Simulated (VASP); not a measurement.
Here is the system:

```
CELL_PARAMETERS angstrom
      3.64990     0.00000     0.00000
      0.00000     3.64990     0.00000
      0.00000     0.00000    10.94569
ATOMIC_POSITIONS crystal
  Zn 0.00000 0.00000 0.00000
  Zn 0.50000 0.50000 0.50000
  Cl 0.50000 0.00000 0.12345
  Cl 0.50000 0.00000 0.62345
  Cl 0.00000 0.50000 0.37655
  Cl 0.00000 0.50000 0.87655
```

Level of theory: PBEsol GGA, VASP's PBE PAW potentials (set 64) (plane waves; VASP). Settings: 400 eV cut-off, 7×7×3 Γ-centred mesh, tetrahedra with Blöchl corrections, potentials Zn Cl.

The cores are frozen, which limits the accuracy of field gradients. Without a dispersion term in the relaxation, distances and binding between the weakly bound layers, chains or molecules are unreliable, and so is what depends on them.

Question: Give the principal components of the electric field gradient (V/Å²) and the asymmetry η at each nucleus.

Answer: 
| atom | Vxx | Vyy | Vzz | η |
|---|---|---|---|---|
| Zn1 | -1.9 | -1.9 | 3.8 | 0.00 |
| Zn2 | -1.9 | -1.9 | 3.8 | 0.00 |
| Cl3 | 113.5 | 17.0 | -130.5 | 0.74 |
| Cl4 | 113.5 | 17.0 | -130.5 | 0.74 |
| Cl5 | 113.5 | 17.0 | -130.5 | 0.74 |
| Cl6 | 113.5 | 17.0 | -130.5 | 0.74 |

The structure comes from a computed database's ZnCl2 entry (P4_2/nmc); how it stands against other phases isn't given here. It was relaxed first.
